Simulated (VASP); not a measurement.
Data:

```xyz
3
Lattice="0.0000 2.6588 2.6993 2.6993 0.0000 2.6993 2.6993 2.6588 0.0000" Properties=species:S:1:pos:R:3 pbc="T T T"
Cd     0.0000     0.0000     0.0000
F      1.3496     1.3294     1.3496
F      4.0489     3.9882     4.0489
```

The numbers are results of PBEsol GGA, VASP's PBE PAW potentials (set 64) (plane waves; VASP 6.6.1), not measurements. Settings: 600 eV cut-off, 6×6×6 Γ-centred mesh, Gaussian smearing of 0.050 eV, potentials Cd F.

Q: Give the stress tensor in GPa (positive for a compressed cell).

A: 
```
0.87  0.00  0.00
0.00  2.54  0.00
0.00  0.00  0.87
```
The pressure is its mean diagonal, 1.43 GPa.

The compound is CdF2 in the fluorite structure. This cell was strained or had an atom moved on purpose.
